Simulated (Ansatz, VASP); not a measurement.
# CoCl2: VASP beside Ansatz, part 3 of 3

Wanted: the spread between two codes on one cell, functional and k mesh. The cell is taken from a series of runs on this material, whose earlier steps may have relaxed, scaled, displaced or heated it; both programs get it as it stands.

VASP 6.6.1 and Ansatz 0.2.0.

So far: The structure; Ansatz: single point, PBEsol, DFT+U, pair 1; VASP: single point, PBEsol, DFT+U, pair 1; Comparison; Ansatz: single point, PBEsol, DFT+U, pair 2.

## Step 6: VASP: single point, PBEsol, DFT+U, pair 2

Level of this step: PBEsol, DFT+U (Co d 4.55 eV), spin-polarised from an antiferromagnetic start; plane waves and PAW (Co, Cl) (VASP).

The same cell, functional, mesh and smearing now go to VASP, with its own data sets.

File INCAR:

```
SYSTEM = CoCl2
PREC = Accurate
ENCUT = 520
EDIFF = 1E-06
NELM = 200
ISMEAR = -1
SIGMA = 0.02
LREAL = .FALSE.
ALGO = Normal
GGA = PS
NBANDS = 32
ISPIN = 2
MAGMOM = 2.63 -2.63 -0.11 0.11 0.11 -0.11
LDAU = .TRUE.
LDAUTYPE = 2
LDAUL = 2 -1
LDAUU = 4.55 0
LDAUJ = 0 0
LDAUPRINT = 1
LASPH = .TRUE.
LMAXMIX = 4
LORBIT = 11
LWAVE = .FALSE.
LCHARG = .FALSE.
ISIF = 2
GGA_COMPAT = .FALSE.
KPAR = 2
```

File POSCAR:

```
CoCl2
1.0
    3.5400119547      0.0000000000      0.0000000000
   -1.7700059773      3.0657402824      0.0000000000
    0.0000000000      0.0000000000     11.9450125400
Co Cl
2 4
Direct
    0.0000000000      0.0000000000      0.0000000000
    0.0000000000      0.0000000000      0.5000000000
    0.6666666667      0.3333333333      0.3891275600
    0.6666666667      0.3333333333      0.8891275600
    0.3333333333      0.6666666667      0.1108724400
    0.3333333333      0.6666666667      0.6108724400
```

File KPOINTS:

```
Automatic mesh
0
Gamma
10 10 3
0 0 0
```

Potentials, in the order of the species: Co and Cl (PBE family, release 64).

Command:

```console
$ mpirun -np 2 vasp_std
```

Numbers of over 12 decimals in the logs are rounded to 6 here.

What it wrote:

```text
[banner, memory and clock lines left out]
running    2 mpi-ranks, on    1 nodes
[...]
[... a notice as in an earlier step ...]

 LDA part: xc-table for (Slater+PW92), standard interpolation
 POSCAR, INCAR and KPOINTS ok, starting setup
[...]
entering main loop
       N       E                     dE             d eps       ncg     rms          rms(c)
DAV:   1     0.412737254824E+03    0.41274E+03   -0.19763E+04  4608   0.138E+03
DAV:   2     0.333338742316E+02   -0.37940E+03   -0.35299E+03  5008   0.325E+02
DAV:   3    -0.202579453804E+02   -0.53592E+02   -0.52309E+02  5800   0.137E+02
DAV:   4    -0.221892162453E+02   -0.19313E+01   -0.19251E+01  5664   0.301E+01
[...]
DAV:  18    -0.237750580152E+02   -0.16031E-05   -0.54079E-06  5800   0.332E-02    0.790E-03
DAV:  19    -0.237750590629E+02   -0.10476E-05   -0.16308E-06  4272   0.220E-02    0.240E-03
DAV:  20    -0.237750592879E+02   -0.22506E-06   -0.18185E-06  3936   0.104E-02
   1 F= -.23775059E+02 E0= -.23775059E+02  d E =-.432849E-11  mag=    -0.0000
```

OUTCAR, selected parts (step 6):

```text
  Total       -0.7986266     -0.7986266     -0.4809255     -0.0000000     -0.0000000     -0.0000000
  in kB       -9.8702391     -9.8702391     -5.9437663     -0.0000000     -0.0000000     -0.0000000
  external PRESSURE =      -8.5614149 kB  Pullay stress =       0.0000000 kB

 POSITION                                       TOTAL-FORCE (eV/Angst)
 -----------------------------------------------------------------------------------
      0.00000      0.00000      0.00000         0.000000     -0.000000      0.000000
      0.00000      0.00000      5.97251         0.000000     -0.000000      0.000000
      1.77001      1.02191      4.64813         0.000000     -0.000000      0.115522
      1.77001      1.02191     10.62064         0.000000     -0.000000      0.115522
     -0.00000      2.04383      1.32437        -0.000000      0.000000     -0.115522
     -0.00000      2.04383      7.29688        -0.000000      0.000000     -0.115522
 -----------------------------------------------------------------------------------
    total drift:                               -0.000000      0.000000      0.000000

  FREE ENERGIE OF THE ION-ELECTRON SYSTEM (eV)
  ---------------------------------------------------
  free  energy   TOTEN  =       -23.7750592879 eV

  energy  without entropy=      -23.7750592879  energy(sigma->0) =      -23.77505929

 magnetization (x)
# of ion       s       p       d       tot
------------------------------------------
    1        0.015   0.013   2.679   2.707
    2       -0.015  -0.013  -2.679  -2.707
    3       -0.006  -0.094   0.000  -0.101
    4        0.006   0.094   0.000   0.101
    5        0.006   0.094   0.000   0.101
    6       -0.006  -0.094   0.000  -0.101
--------------------------------------------------
tot          0.000   0.000   0.000   0.000

[... 2 parts as in an earlier step ...]

[... 1 further part left out ...]
[key lines of the parts left out:]
E-fermi :   1.9622
```

The run ends at a pressure of -0.86 GPa, with forces up to 0.12 eV/Å.

## Step 7: Comparison

What differs besides the data sets and the points named for the pairs above, as far as they apply: the data sets hold 62 valence electrons in Ansatz (on its default PAW (the set named soft_2) files) and 46 in VASP. Total energies have different zeros and are not compared.

Compared:

| quantity | Ansatz | VASP | difference |
| --- | --- | --- | --- |
| gap on the k mesh (eV) | 2.945 | 3.010 | -0.065 |
| moment on Co1 (μB) | 2.63 | 2.71 | -0.07 |
| moment on Co2 (μB) | -2.63 | -2.71 | +0.07 |
| moment on Cl3 (μB) | -0.11 | -0.10 | -0.01 |
| moment on Cl4 (μB) | 0.11 | 0.10 | +0.01 |
| moment on Cl5 (μB) | 0.11 | 0.10 | +0.01 |
| moment on Cl6 (μB) | -0.11 | -0.10 | -0.01 |

A gap on the mesh is an upper bound, since the band edges may lie between its points.

## Step 8: Ansatz: single point, PBEsol, DFT+U, pair 3

A single point takes one fixed geometry, so differences don't come from the geometry; what else differs is listed under the comparison.

The cell is taken from a series of runs on this material, whose earlier steps may have relaxed, scaled, displaced or heated it; both programs get it as it stands.

File input.yaml:

```yaml
crystal:
  lattice:
    - [3.5400119547, 0.0, 0.0]
    - [-1.7700059773, 3.0657402824, 0.0]
    - [0.0, 0.0, 11.94501254]
  atoms:
    - { symbol: Co, position: [0.0, 0.0, 0.0], spin: 2.6 }
    - { symbol: Co, position: [0.0, 0.0, 0.5], spin: -2.6 }
    - { symbol: Cl, position: [0.66666667, 0.33333333, 0.38912756] }
    - { symbol: Cl, position: [0.66666667, 0.33333333, 0.88912756] }
    - { symbol: Cl, position: [0.33333333, 0.66666667, 0.11087244] }
    - { symbol: Cl, position: [0.33333333, 0.66666667, 0.61087244] }
magnetization:
  spin_polarized: true
kpoints:
  mp_grid: { grid: [10, 10, 3] }
  band_path:
    path:
      - [0.0, 0.0, 0.0]
      - [0.5, 0.0, 0.0]
      - [0.3333333333, 0.3333333333, 0.0]
      - [0.0, 0.0, 0.0]
      - [0.0, 0.0, 0.5]
      - [0.5, 0.0, 0.5]
      - [0.3333333333, 0.3333333333, 0.5]
    npoints: 11
hamiltonian:
  xc: pbesol
  hubbard:
    sites: [{ species: Co, l: d, u_eff: 5.6, starting_ns: occupation_matrices }]
scf:
  occupations: { method: fermi_dirac, width: 0.02 }
  lower_state_search: "off"
output:
  write_bands: true
  eigenstates:
    nscf_kmesh: { grid: [10, 10, 3] }
    top_band: c46
    exchange_couplings: { magnetic: [{ species: Co }] }
checkpoint:
  read: ground.run
  write: this.run
  compress: false
  write_wavefunctions: false
  write_every: 100000
```

Command:

```console
$ ansatz run input.yaml --threads 2 --pin off --max-ram 5120MiB --backend cpu --events-out ev --progress --plain --runs-dir out
```

What it wrote:

```text
[...]
Crystal: 6 atoms, lattice volume = 129.636 Å³
Basis set: ecut = 420 eV, 2517 PW (Γ)
Bands: 41, of which v1, the nominal top of the filled ones, is band 31 counted from 1 (30 counted from 0)
Symmetry: 12 space group operations
[...]
k-points: 36 of 300
[...]
Starting moments: Σ|m| = 5.2 μB on 2 of 6 sites
[...]
k-point 0 ↑: bands = [... 27 lower, 3.2120, 3.3237, 3.8622, 3.8622, 7.2983, 7.8520, 7.8520, 8.9195, ... 6 higher]
  k-point 1 ↑: bands = [... 27 lower, 3.2089, 3.2089, 3.8628, 3.8628, 7.2995, 7.8519, 7.8519, 9.1452, ... 6 higher]
  k-point 2 ↑: bands = [... 27 lower, 3.1964, 3.3393, 3.5666, 3.8302, 7.3514, 7.7253, 7.8212, 9.3412, ... 6 higher]
  k-point 35 ↓: bands = [... 27 lower, 2.5284, 2.6149, 3.2661, 3.4401, 7.2908, 7.5948, 7.7406, 10.5854, ... 6 higher]
Occupation matrices written to <dir>
[key lines of the parts left out:]
SCF converged after 16 iterations
Magnetization: 0.0000 μB (31.0000 up, 31.0000 down)
Free energy (F): -14430.073960 eV
Fermi energy:    5.558456 eV
```

## Step 9: VASP: single point, PBEsol, DFT+U, pair 3

The same cell, functional, mesh and smearing now go to VASP, with its own data sets.

INCAR, as its differences from that of step 6:

```diff
@@ -12,3 +12,3 @@
 ISPIN = 2
-MAGMOM = 2.63 -2.63 -0.11 0.11 0.11 -0.11
+MAGMOM = 2.66 -2.66 -0.1 0.1 0.1 -0.1
 LDAU = .TRUE.
@@ -16,3 +16,3 @@
 LDAUL = 2 -1
-LDAUU = 4.55 0
+LDAUU = 5.6 0
 LDAUJ = 0 0
```

POSCAR is that of step 6.

KPOINTS is that of step 6.

Command:

```console
$ mpirun -np 2 vasp_std
```

What it wrote:

```text
[... set-up lines as in an earlier step ...]
 entering main loop
       N       E                     dE             d eps       ncg     rms          rms(c)
DAV:   1     0.413865980728E+03    0.41387E+03   -0.19807E+04  4608   0.138E+03
DAV:   2     0.350818482939E+02   -0.37878E+03   -0.35268E+03  5008   0.325E+02
DAV:   3    -0.187292419797E+02   -0.53811E+02   -0.52538E+02  5720   0.137E+02
DAV:   4    -0.207018550364E+02   -0.19726E+01   -0.19660E+01  5688   0.305E+01
[...]
DAV:  19    -0.233282975283E+02   -0.71480E-05   -0.56736E-06  6744   0.528E-02    0.484E-03
DAV:  20    -0.233282986712E+02   -0.11430E-05   -0.40877E-06  6280   0.232E-02    0.280E-03
DAV:  21    -0.233282988055E+02   -0.13429E-06   -0.53338E-07  3088   0.542E-03
   1 F= -.23328299E+02 E0= -.23328299E+02  d E =-.164243E-11  mag=    -0.0000
```

From OUTCAR (step 9):

```text
  Total       -0.5312841     -0.5312841     -0.2260235     -0.0000000     -0.0000000      0.0000000
  in kB       -6.5661484     -6.5661484     -2.7934278     -0.0000000     -0.0000000      0.0000000
  external PRESSURE =      -5.3085749 kB  Pullay stress =       0.0000000 kB

 POSITION                                       TOTAL-FORCE (eV/Angst)
 -----------------------------------------------------------------------------------
      0.00000      0.00000      0.00000        -0.000000      0.000000      0.000000
      0.00000      0.00000      5.97251        -0.000000      0.000000      0.000000
      1.77001      1.02191      4.64813         0.000000      0.000000      0.071020
      1.77001      1.02191     10.62064         0.000000      0.000000      0.071020
     -0.00000      2.04383      1.32437        -0.000000     -0.000000     -0.071020
     -0.00000      2.04383      7.29688        -0.000000     -0.000000     -0.071020
 -----------------------------------------------------------------------------------
    total drift:                               -0.000000      0.000000      0.000000

  FREE ENERGIE OF THE ION-ELECTRON SYSTEM (eV)
  ---------------------------------------------------
  free  energy   TOTEN  =       -23.3282988055 eV

  energy  without entropy=      -23.3282988055  energy(sigma->0) =      -23.32829881

 magnetization (x)
# of ion       s       p       d       tot
------------------------------------------
    1        0.016   0.014   2.721   2.751
    2       -0.016  -0.014  -2.721  -2.751
    3       -0.006  -0.080   0.000  -0.085
    4        0.006   0.080   0.000   0.085
    5        0.006   0.080   0.000   0.085
    6       -0.006  -0.080   0.000  -0.085
--------------------------------------------------
tot          0.000   0.000   0.000   0.000

[... 2 parts as in an earlier step ...]

[... 1 further part left out ...]
[key lines of the parts left out:]
E-fermi :   1.8780
```

The run ends at a pressure of -0.53 GPa, with forces up to 0.071 eV/Å.

## Step 10: Differences

What differs besides the data sets and the points named for the pairs above, as far as they apply: the data sets hold 62 valence electrons in Ansatz (on its default PAW (the set named soft_2) files) and 46 in VASP. Total energies have different zeros and are not compared.

Compared:

| quantity | Ansatz | VASP | difference |
| --- | --- | --- | --- |
| gap on the k mesh (eV) | 3.428 | 3.518 | -0.090 |
| moment on Co1 (μB) | 2.66 | 2.75 | -0.09 |
| moment on Co2 (μB) | -2.66 | -2.75 | +0.09 |
| moment on Cl3 (μB) | -0.10 | -0.09 | -0.01 |
| moment on Cl4 (μB) | 0.10 | 0.09 | +0.01 |
| moment on Cl5 (μB) | 0.10 | 0.09 | +0.01 |
| moment on Cl6 (μB) | -0.10 | -0.09 | -0.01 |

A gap on the mesh is an upper bound, since the band edges may lie between its points.

## Step 11: Other set-ups

Further runs change the set-up of one program: Ansatz's method, potentials or start, or VASP's data sets, cutoff or form of LDA. The table gives Ansatz less VASP for each quantity, since a change that brings one quantity closer may part another. Site moments also change with the sphere that a data set brings.

| run | gap on the k mesh (eV) | moment on Co1 (μB) | moment on Co2 (μB) | moment on Cl3 (μB) | moment on Cl4 (μB) | moment on Cl5 (μB) |
| --- | --- | --- | --- | --- | --- | --- |
| as above | -0.090 | -0.089 | 0.089 | -0.012 | 0.012 | 0.012 |
| VASP with the data sets Co_sv and Cl | -0.043 | -0.0090 | 0.0090 | -0.0070 | 0.0070 | 0.0070 |

## Step 12: Results

```yaml
difference_in_gap_on_the_k_mesh_single_point_pbesol_dft_u_pair_1: -0.035 eV
difference_in_gap_on_the_k_mesh_single_point_pbesol_dft_u_pair_2: -0.065 eV
difference_in_gap_on_the_k_mesh_single_point_pbesol_dft_u_pair_3: -0.090 eV
```

The difference in gap on the k mesh is -0.090 eV (single point, PBEsol, DFT+U, pair 3). The data sets hold unlike numbers of valence electrons (62 in Ansatz and 46 in VASP), so part of the differences may come from the potentials. Single point, PBEsol, DFT+U, pair 3, VASP with the data sets Co_sv and Cl: the difference in gap on the k mesh goes from -0.090 to -0.043 eV; the difference in moment on Co1 goes from -0.089 to -0.0090 μB; the difference in moment on Co2 goes from 0.089 to 0.0090 μB; the difference in moment on Cl3 goes from -0.012 to -0.0070 μB; the difference in moment on Cl4 goes from 0.012 to 0.0070 μB; the difference in moment on Cl5 goes from 0.012 to 0.0070 μB. Pairs 1 and 2 hold one cell, so they aren't independent. 1 further pair of this series is not shown here. How closely two codes agree says nothing of how well the functional describes the real material.

[Lines on the potential files, build, host, timing and source positions are cut from VASP's logs without a mark.]

[Logs are printed without paths, hosts, clocks, repeated set-up lines and the standing remarks that a program may print on its own settings, such as how far it seeks lower states.]

[Hosts, paths, dates, database ids (printed as entryN), source tags and the programs' standing remarks are cut or masked in the printed files.]
